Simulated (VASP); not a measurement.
Method: r2SCAN meta-GGA, VASP's PBE PAW potentials (set 64) (plane waves; VASP).

Input for VASP

### KPOINTS
```
Automatic mesh
0
Gamma
5 5 4
0 0 0
```

File POSCAR:
```
SiO2
1.0
  5.0877257720   0.0000000000   0.0000000000
 -2.5438628860   4.4061002629   0.0000000000
  0.0000000000   0.0000000000   5.5684403698
Si O
3 6
Cart
 -1.2719314430   2.2030501314   3.7122954360
  2.5438628860   0.0000000000   0.0000000000
  1.2719314430   2.2030501314   1.8561449338
  2.5438628860   2.5709924743   2.7842201849
 -0.9546131016   3.4885463686   4.6403651187
  1.5892497844   0.9175538943   0.9280752511
 -0.0000000000   1.8351077886   2.7842201849
  3.4984759876   0.9175538943   4.6403651187
  0.9546131016   3.4885463686   0.9280752511
```

**INCAR**
```
ISMEAR = 0
LMIXTAU = .True.
NELM = 100   ! most electronic steps
ENCUT = 520   ! plane-wave cut-off (eV)
NSW = 60   ! most ionic steps
LCHARG = .False.
EDIFF = 1E-6
ISIF = 3   ! ions, shape and volume
ALGO = Normal   ! blocked Davidson
EDIFFG = -0.02   ! ionic stop
LASPH = .True.   ! aspherical one-centre terms
LWAVE = .False.
LREAL = .False.
SIGMA = 0.05   ! width (eV)
METAGGA = R2SCAN
SYSTEM = SiO2
IBRION = 2   ! conjugate gradients
PREC = Accurate
```

POTCAR, in this order: Si O (PBE.64 set). Program: vasp_std.

The run wrote:

**OSZICAR**
```
       N       E                     dE             d eps       ncg     rms          rms(c)
DAV:   1     0.299220120714E+03    0.29922E+03   -0.25685E+04   870   0.154E+03
DAV:   2    -0.898225032926E+02   -0.38904E+03   -0.37797E+03  1147   0.348E+02
DAV:   3    -0.113119921185E+03   -0.23297E+02   -0.23232E+02  1015   0.957E+01
DAV:   4    -0.113427243584E+03   -0.30732E+00   -0.30677E+00  1028   0.119E+01
DAV:   5    -0.113433254315E+03   -0.60107E-02   -0.60089E-02   980   0.162E+00    0.258E+01
DAV:   6    -0.946775107111E+02    0.18756E+02   -0.27946E+01   975   0.275E+01    0.144E+01
DAV:   7    -0.871948125148E+02    0.74827E+01   -0.15702E+00  1000   0.106E+01    0.498E+00
DAV:   8    -0.950327409449E+02   -0.78379E+01   -0.36109E+00   945   0.106E+01    0.321E+00
DAV:   9    -0.893598239476E+02    0.56729E+01   -0.16759E+00   890   0.793E+00    0.700E-01
DAV:  10    -0.891560331917E+02    0.20379E+00   -0.41399E-01   875   0.537E+00    0.815E-01
DAV:  11    -0.890983218544E+02    0.57711E-01   -0.96834E-03  1010   0.857E-01    0.649E-01
DAV:  12    -0.893630067477E+02   -0.26468E+00   -0.15822E-01   875   0.343E+00    0.191E-01
DAV:  13    -0.893271206485E+02    0.35886E-01   -0.17446E-02  1000   0.101E+00    0.236E-01
DAV:  14    -0.893332760183E+02   -0.61554E-02   -0.55344E-03   935   0.588E-01    0.105E-01
DAV:  15    -0.893411934827E+02   -0.79175E-02   -0.20960E-03   890   0.516E-01    0.336E-02
DAV:  16    -0.893415856206E+02   -0.39214E-03   -0.21151E-04   985   0.123E-01    0.298E-02
DAV:  17    -0.893419078859E+02   -0.32227E-03   -0.12045E-04   950   0.813E-02    0.123E-02
DAV:  18    -0.893421373688E+02   -0.22948E-03   -0.87437E-05   900   0.101E-01    0.102E-02
DAV:  19    -0.893421996586E+02   -0.62290E-04   -0.24621E-05   915   0.448E-02    0.634E-03
DAV:  20    -0.893421931402E+02    0.65184E-05   -0.18589E-06   655   0.120E-02    0.258E-03
DAV:  21    -0.893422022561E+02   -0.91159E-05   -0.26911E-06   721   0.157E-02    0.190E-03
DAV:  22    -0.893422032953E+02   -0.10392E-05   -0.41150E-07   620   0.711E-03    0.115E-03
DAV:  23    -0.893422035261E+02   -0.23075E-06   -0.24660E-07   525   0.378E-03
   1 F= -.89342204E+02 E0= -.89342204E+02  d E =-.893422E+02
       N       E                     dE             d eps       ncg     rms          rms(c)
DAV:   1    -0.896323201131E+02   -0.29012E+00   -0.87464E+00   945   0.228E+01    0.465E+00
DAV:   2    -0.893123178871E+02    0.32000E+00   -0.10828E+00   925   0.668E+00    0.103E+00
DAV:   3    -0.893011248555E+02    0.11193E-01   -0.89945E-02   915   0.215E+00    0.405E-01
DAV:   4    -0.893084539988E+02   -0.73291E-02   -0.22315E-02   875   0.160E+00    0.212E-01
DAV:   5    -0.893136746931E+02   -0.52207E-02   -0.72492E-03   870   0.964E-01    0.961E-02
DAV:   6    -0.893072510058E+02    0.64237E-02   -0.58940E-03   870   0.922E-01    0.691E-02
DAV:   7    -0.893209863219E+02   -0.13735E-01   -0.25187E-03   940   0.556E-01    0.212E-02
DAV:   8    -0.893215247522E+02   -0.53843E-03   -0.37355E-04   950   0.188E-01    0.138E-02
DAV:   9    -0.893215901471E+02   -0.65395E-04   -0.15130E-05   975   0.361E-02    0.479E-03
DAV:  10    -0.893215906061E+02   -0.45893E-06   -0.20516E-06   675   0.136E-02
   2 F= -.89321591E+02 E0= -.89321591E+02  d E =0.206129E-01
       N       E                     dE             d eps       ncg     rms          rms(c)
DAV:   1    -0.894664379634E+02   -0.14485E+00   -0.31104E+00   945   0.134E+01    0.274E+00
DAV:   2    -0.893617518226E+02    0.10469E+00   -0.39601E-01   945   0.402E+00    0.591E-01
DAV:   3    -0.893530662629E+02    0.86856E-02   -0.28014E-02   950   0.111E+00    0.272E-01
DAV:   4    -0.893579181486E+02   -0.48519E-02   -0.47693E-03   875   0.714E-01    0.158E-01
DAV:   5    -0.893531892045E+02    0.47289E-02   -0.23736E-03   870   0.517E-01    0.642E-02
DAV:   6    -0.893566869440E+02   -0.34977E-02   -0.22315E-03   870   0.551E-01    0.396E-02
DAV:   7    -0.893587326597E+02   -0.20457E-02   -0.59143E-04   920   0.270E-01    0.145E-02
DAV:   8    -0.893589407606E+02   -0.20810E-03   -0.14991E-04   895   0.118E-01    0.928E-03
DAV:   9    -0.893589705273E+02   -0.29767E-04   -0.10791E-05   970   0.317E-02    0.159E-03
DAV:  10    -0.893589712641E+02   -0.73681E-06   -0.23259E-07   620   0.476E-03
   3 F= -.89358971E+02 E0= -.89358971E+02  d E =-.167677E-01
```

### OUTCAR
```
------------------------ aborting loop because EDIFF is reached ----------------------------------------
  FORCE on cell =-STRESS in cart. coord.  units (eV):
  Direction    XX          YY          ZZ          XY          YZ          ZX
  --------------------------------------------------------------------------------------
  Total       -0.0367811     -0.0367811     -0.0001238     -0.0000000      0.0000000      0.0000000
  in kB       -0.4788575     -0.4788576     -0.0016122     -0.0000000      0.0000000      0.0000000
  external PRESSURE =      -0.3197758 kB  Pullay stress =       0.0000000 kB
  volume of cell :      123.06
      direct lattice vectors                 reciprocal lattice vectors
     5.063426705  0.000000000  0.000000000     0.197494712  0.114023613 -0.000000000
    -2.531713353  4.385056647  0.000000000    -0.000000000  0.228047225 -0.000000000
     0.000000000  0.000000000  5.542547905     0.000000000  0.000000000  0.180422437
 POSITION                                       TOTAL-FORCE (eV/Angst)
 -----------------------------------------------------------------------------------
     -1.26586      2.19253      3.69503        -0.000000      0.000000      0.000000
      2.53171      0.00000      0.00000        -0.000000      0.000000      0.000000
      1.26586      2.19253      1.84751         0.000000      0.000000      0.000000
      2.53171      2.55608      2.77127         0.000000      0.002643      0.000000
     -0.94777      3.47057      4.61879        -0.002289      0.001321     -0.000000
      1.58394      0.91449      0.92376        -0.002289     -0.001321     -0.000000
     -0.00000      1.82898      2.77127        -0.000000     -0.002643     -0.000000
      3.47949      0.91449      4.61879         0.002289     -0.001321     -0.000000
      0.94777      3.47057      0.92376         0.002289      0.001321      0.000000
 -----------------------------------------------------------------------------------
    total drift:                                0.000000     -0.000000      0.006946
  FREE ENERGIE OF THE ION-ELECTRON SYSTEM (eV)
  ---------------------------------------------------
  free  energy   TOTEN  =       -89.3589712641 eV

  energy  without entropy=      -89.3589712641  energy(sigma->0) =      -89.35897126

 reached required accuracy - stopping structural energy minimisation
```
(Selected blocks of OUTCAR.)

### CONTCAR
```
SiO2
   1.00000000000000
     5.0634267050419517    0.0000000000000000    0.0000000000000000
    -2.5317133525209758    4.3850566465070457    0.0000000000000000
     0.0000000000000000    0.0000000000000000    5.5425479054162139
  Si              O
     3     6
Direct
     0.0000000000000000    0.5000000000000000    0.6666669999999968
     0.5000000000000000    0.0000000000000000    0.0000000000000000
     0.5000000000000000    0.5000000000000000    0.3333330000000032
     0.7914535892560380    0.5829071785120690    0.5000000000000000
     0.2085464107458149    0.7914535892560380    0.8333330000000032
     0.4170928214897840    0.2085464107439620    0.1666669999999968
     0.2085464107439620    0.4170928214879311    0.5000000000000000
     0.7914535892541852    0.2085464107439620    0.8333330000000032
     0.5829071785102161    0.7914535892560380    0.1666669999999968
```

The structure comes from a computed database's SiO2 entry (P6_222); how it stands against other phases isn't given here. This run relaxes it. Symmetry was kept, so distortions that lower it aren't found. The start is the result of an earlier pass.
